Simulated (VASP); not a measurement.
Method: PBE GGA, VASP's PBE PAW potentials (set 64) (plane waves; VASP).

VASP ran on this input.

**INCAR**
```
SYSTEM = B31N32
PREC = Normal; ENCUT = 400; LREAL = Auto
LASPH = T; ISYM = 0; NELECT = 252.0
EDIFF = 1E-5; NELM = 100; NELMIN = 4
ALGO = Fast
ISMEAR = 0; SIGMA = 0.05
GGA = PE
IBRION = 2; NSW = 60; ISIF = 2
EDIFFG = -0.03
LWAVE = T; LCHARG = F
```

**POSCAR**
```
B31N32
1.0
  7.2488848259   0.0000000000   0.0000000000
  0.0000000000   7.2488848259   0.0000000000
  0.0000000000   0.0000000000   7.2488848259
B N
31 32
Cartesian
  3.6244424130   0.0000000000   0.0000000000
  5.4366636194   1.8122212065   0.0000000000
  5.4366636194   0.0000000000   1.8122212065
  0.0000000000   0.0000000000   0.0000000000
  1.8122212065   1.8122212065   0.0000000000
  3.6244424130   3.6244424130   0.0000000000
  5.4366636194   5.4366636194   0.0000000000
  1.8122212065   0.0000000000   1.8122212065
  3.6447320416   1.8615208722   1.8259288477
  5.3870015095   3.5815580103   1.8190714026
  3.6244424130   0.0000000000   3.6244424130
  5.3940329278   1.7903803165   3.5829063029
  5.4366636194   0.0000000000   5.4366636194
  0.0000000000   3.6244424130   0.0000000000
  1.8122212065   5.4366636194   0.0000000000
  0.0000000000   1.8122212065   1.8122212065
  1.8081545821   3.6288279883   1.8198977755
  3.6393533690   5.4845642504   1.8339243676
  0.0000000000   0.0000000000   3.6244424130
  1.7643568200   1.7732584505   3.5989118406
  5.4653039634   5.4067764673   3.6186505540
  1.8122212065   0.0000000000   5.4366636194
  3.6173602525   1.8275163535   5.4321258175
  5.4352428380   3.5926343063   5.4040001444
  0.0000000000   5.4366636194   1.8122212065
  0.0000000000   3.6244424130   3.6244424130
  1.7638131536   5.4786854048   3.5988973428
  0.0000000000   1.8122212065   5.4366636194
  1.8118370156   3.5781292878   5.3894081392
  3.6659350297   5.4401865775   5.4387802938
  0.0000000000   5.4366636194   5.4366636194
  4.5305530162   0.9061106032   0.9061106032
  6.3427742227   2.7183318097   0.9061106032
  6.3427742227   0.9061106032   2.7183318097
  0.9061106032   0.9061106032   0.9061106032
  2.7457180966   2.7232248070   0.8718451247
  4.5522634262   4.4820144834   0.9074299003
  6.3427742227   6.3427742227   0.9061106032
  2.7524595595   0.9166939751   2.7138592478
  4.4822609455   2.6821961189   2.7329020682
  6.3597583598   4.5653911567   2.6937653390
  4.5801498862   0.8660170213   4.5603024395
  6.3838101597   2.7406366283   4.5590918757
  6.3427742227   0.9061106032   6.3427742227
  0.9061106032   4.5305530162   0.9061106032
  2.7183318097   6.3427742227   0.9061106032
  0.9128520661   2.7194046447   2.7190059560
  2.6717432269   4.5003106687   2.6945627164
  4.5496320810   6.3405198195   2.7322134242
  0.9061106032   0.9061106032   4.5305530162
  2.7538803409   2.6692641083   4.4929168062
  4.5095819924   4.5345471517   4.4918729668
  6.3427742227   6.3427742227   4.5305530162
  2.7183318097   0.9061106032   6.3427742227
  4.5708785625   2.7202890086   6.3865864826
  6.3427742227   4.5305530162   6.3427742227
  0.9061106032   6.3427742227   2.7183318097
  0.9013698326   4.4941273699   4.4853272238
  2.6900901544   6.3302336519   4.5239420332
  0.9061106032   2.7183318097   6.3427742227
  2.6730552751   4.5098139567   6.2973672081
  4.5305530162   6.3427742227   6.3427742227
  0.9061106032   6.3427742227   6.3427742227
```

KPOINTS:
```
Automatic mesh
0
Gamma
1 1 1
0 0 0
```

POTCAR, in this order: B N (PBE.64 set). Program: vasp_gam.

The cell is charged, with a uniform compensating background. The supercell is sampled at Γ alone, which is coarse: total energies, pressure and levels can be off, energies of defects by several tenths of an eV.

Q: Estimate the energy per atom (σ→0).

A: 
- energy per atom (σ→0): -8.717 eV/atom

**OSZICAR**
```
...
       N       E                     dE             d eps       ncg     rms          rms(c)
DAV:   1    -0.549236825604E+03   -0.57323E-03   -0.15817E-01   328   0.114E+00    0.124E-01
RMM:   2    -0.549238276213E+03   -0.14506E-02   -0.26234E-03   316   0.139E-01    0.650E-01
RMM:   3    -0.549236758092E+03    0.15181E-02   -0.51842E-04   316   0.614E-02    0.772E-02
RMM:   4    -0.549236967314E+03   -0.20922E-03   -0.14147E-04   311   0.334E-02    0.113E-01
RMM:   5    -0.549236933346E+03    0.33967E-04   -0.37751E-05   221   0.139E-02    0.479E-02
RMM:   6    -0.549236931680E+03    0.16660E-05   -0.18444E-05   198   0.108E-02
  14 F= -.54923693E+03 E0= -.54919841E+03  d E =-.678245E-03
```

The cell is a supercell with a defect, built from BN (zinc blende): vac_B, charge +1. The run is not spin-polarised, so no state with unpaired spins was tried.
